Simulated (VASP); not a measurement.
Here is a VASP 6.6.1 calculation.

INCAR

```
SYSTEM = TaTl
ALGO     = Fast           ! electronic algorithm
EDIFF    = 1E-7           ! SCF threshold, eV
EDIFFG   = -0.01          ! ionic threshold
ENCUT    = 600            ! plane-wave cutoff, eV
GGA      = AM             ! functional
IBRION   = 2              ! ionic algorithm
ISIF     = 2              ! what is computed and relaxed
ISMEAR   = 1              ! smearing method
KSPACING = 0.25           ! k-point spacing, 1/A
LASPH    = .TRUE.         ! aspherical terms in the spheres
LCHARG   = .FALSE.        ! write CHGCAR
LREAL    = .FALSE.        ! projectors in reciprocal space
LWAVE    = .FALSE.        ! write WAVECAR
NELM     = 100            ! most SCF steps
NSW      = 40             ! ionic steps
POTIM    = 0.2            ! step
PREC     = Accurate       ! precision mode
SIGMA    = 0.1            ! smearing width, eV
```

POSCAR

```
TaTl
3.4722
    0.999996886700      0.000000000000      0.000000000000
    0.000000000000      0.999996886700      0.000000000000
    0.000000000000      0.000000000000      1.235659973504
Ta Tl
1 1
Direct
    0.5000000000      0.5000000000      0.5000000000
    0.0000000000      0.0000000000      0.0000000000
```

Potentials or basis: VASP PAW PBE potentials, release 64 (Ta_sv_GW, Tl_d_GW).

Command:

```sh
$ cat potpaw_PBE.64/Ta_sv_GW/POTCAR potpaw_PBE.64/Tl_d_GW/POTCAR > POTCAR
$ mpirun -np 1 vasp_std > vasp.out
```

(1) What does it give for the band gap on the k mesh?

Answers

(1) none (metal or under the smearing width).

Caveat: the relaxation stopped at its first step, so nothing moved.
